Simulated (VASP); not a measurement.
GW runs with VASP on LiF (rock salt), on PBE orbitals with a Kohn-Sham gap of 9.05 eV on the mesh.

```yaml
crystal:
  lattice:
    - [0.00000, 2.01500, 2.01500]
    - [2.01500, 0.00000, 2.01500]
    - [2.01500, 2.01500, 0.00000]
  atoms:
    - { symbol: Li, position: [0.00000, 0.00000, 0.00000] }
    - { symbol: F, position: [0.50000, 0.50000, 0.50000] }
```

Run with PREC = Normal, 500 eV cut-off, 4×4×4 Γ-centred mesh, Gaussian smearing of 0.010 eV, potentials Li_sv_GW F_GW_new.

The mesh is coarse and the basis finite, so the quasiparticle values are not converged.

| run | level | NBANDS | ENCUTGW (eV) | QP gap (eV) | smallest direct QP gap (eV) |
|---|---|---|---|---|---|
| run 1 | G0W0@PBE, 1 step(s) | 64 | 150 | 13.30 | 13.30 |
| run 2 | G0W0@PBE, 1 step(s) | 160 | 200 | 13.50 | 13.50 |
| run 3 | evGW0@PBE, 4 step(s) | 160 | 200 | (withheld) | (withheld) |

### Question
Complete the blanks.

### Answer

- run 3, QP gap (eV): 14.26
- run 3, smallest direct QP gap (eV): 14.26

Left out are failed runs and those that VASP or the mesh makes unfit.

The compound is LiF in the rock salt structure. The cell was not relaxed at this level.
